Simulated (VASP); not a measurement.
Level of theory: PBE GGA, VASP's PBE PAW potentials (set 64) (plane waves; VASP 6.6.1).

The input files of a VASP run:

File KPOINTS:
```
Regular mesh
0
Gamma
  8 8 4
```

POSCAR:
```
AlN
1
    1.5317644294    -2.6530938097     0.0000000000
    1.5317644294     2.6530938097     0.0000000000
    0.0000000000    -0.0000000000     4.8863841507
Al N
2 2
Direct
  0.6666670000   0.3333330000   0.4994537563
  0.3333330000   0.6666670000   0.9994537563
  0.6666670000   0.3333330000   0.8825462437
  0.3333330000   0.6666670000   0.3825462437
```

INCAR:
```
NELM  =  100   # most electronic steps
EDIFFG  =  -0.01
ALGO  =  Normal
SYSTEM  =  AlN
SIGMA  =  0.05   # width (eV)
GGA  =  PE   # PBE
EDIFF  =  1E-7   # SCF stop (eV)
NSW  =  40   # most ionic steps
PSTRESS  =  150   # kbar
LWAVE  =  .FALSE.
ISMEAR  =  0
LREAL  =  .FALSE.   # projection in real space or not
PREC  =  Accurate
ENCUT  =  600   # plane-wave cut-off (eV)
IBRION  =  2   # conjugate gradients
LCHARG  =  .FALSE.
ISIF  =  3   # ions, shape and volume
LASPH  =  .TRUE.
```

POTCAR, in this order: Al N (PBE.64 set). Program: vasp_std.

Output of the run:

### OSZICAR
```
       N       E                     dE             d eps       ncg     rms          rms(c)
DAV:   1     0.590672389144E+02    0.59067E+02   -0.84554E+03   720   0.136E+03
DAV:   2    -0.302867242200E+02   -0.89354E+02   -0.83033E+02  1072   0.252E+02
DAV:   3    -0.345749040913E+02   -0.42882E+01   -0.42726E+01   944   0.573E+01
DAV:   4    -0.346082348421E+02   -0.33331E-01   -0.33320E-01   844   0.599E+00
DAV:   5    -0.346086953640E+02   -0.46052E-03   -0.46051E-03   924   0.705E-01    0.125E+01
DAV:   6    -0.296656407698E+02    0.49431E+01   -0.16839E+01   872   0.336E+01    0.433E+00
DAV:   7    -0.296683811486E+02   -0.27404E-02   -0.70974E-01   816   0.721E+00    0.296E+00
DAV:   8    -0.296606889060E+02    0.76922E-02   -0.73383E-02   800   0.301E+00    0.458E-01
DAV:   9    -0.296563131646E+02    0.43757E-02   -0.18104E-02   916   0.103E+00    0.235E-01
DAV:  10    -0.296568228404E+02   -0.50968E-03   -0.22917E-03   836   0.389E-01    0.136E-01
DAV:  11    -0.296567337579E+02    0.89083E-04   -0.29025E-04   856   0.142E-01    0.298E-02
DAV:  12    -0.296567360362E+02   -0.22783E-05   -0.83268E-06   792   0.317E-02    0.708E-03
DAV:  13    -0.296567357592E+02    0.27700E-06   -0.63332E-06   872   0.207E-02    0.519E-03
DAV:  14    -0.296567357378E+02    0.21364E-07   -0.40620E-07   780   0.570E-03
   1 F= -.25938449E+02 E0= -.25938449E+02  d E =-.259384E+02
```

### OUTCAR
```
------------------------ aborting loop because EDIFF is reached ----------------------------------------
  FORCE on cell =-STRESS in cart. coord.  units (eV):
  Direction    XX          YY          ZZ          XY          YZ          ZX
  --------------------------------------------------------------------------------------
  Total        3.7219699      3.7219699      3.7078188      0.0000000      0.0000000      0.0000000
  in kB      150.1485885    150.1485877    149.5777146      0.0000000      0.0000000      0.0000000
  external PRESSURE =      -0.0417031 kB  Pullay stress =     150.0000000 kB
  volume of cell :       39.72
      direct lattice vectors                 reciprocal lattice vectors
     1.531764429 -2.653093810  0.000000000     0.326420950 -0.188459224  0.000000000
     1.531764429  2.653093810  0.000000000     0.326420950  0.188459224  0.000000000
     0.000000000  0.000000000  4.886384151     0.000000000  0.000000000  0.204650304
  FREE ENERGIE OF THE ION-ELECTRON SYSTEM (eV)
  ---------------------------------------------------
  free  energy   TOTEN  =       -29.6567357378 eV

  energy  without entropy=      -29.6567357378  energy(sigma->0) =      -29.65673574
  enthalpy is  TOTEN    =       -25.9384491038 eV   P V=        3.7182866340

 reached required accuracy - stopping structural energy minimisation
```
(Selected blocks of OUTCAR.)

The compound is AlN in the wurtzite structure. It was relaxed first under an external pressure of 15 GPa.
